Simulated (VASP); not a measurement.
Consider the following.

```yaml
crystal:
  lattice:
    - [-1.60176, 1.60176, 3.91188]
    - [1.60176, -1.60176, 3.91188]
    - [1.60176, 1.60176, -3.91188]
  atoms:
    - { symbol: Si, position: [0.66555, 0.66555, 0.00000] }
    - { symbol: Si, position: [0.33445, 0.33445, 0.00000] }
    - { symbol: W, position: [0.00000, 0.00000, 0.00000] }
```

The numbers are results of PBEsol GGA, VASP's PBE PAW potentials (set 64) (plane waves; VASP), not measurements. Settings: 400 eV cut-off, 15×15×15 Γ-centred mesh, tetrahedra with Blöchl corrections, potentials Si W_sv.

Unless said otherwise, spin-orbit coupling is left out, though it shifts the bands of the heavy elements here.

Question: Predict the energy per atom (σ→0), band gap (on the k-mesh) with the smallest direct gap where there is one.

Answer: 
- band gap (on the k-mesh) = none (metal, semimetal or under 0.01 eV)
- energy per atom (σ→0) = -8.880 eV/atom

The absolute energy has meaning only against runs of the same code, potentials and settings.

The compound is WSi2 in the MoSi2 type structure. It was relaxed first.
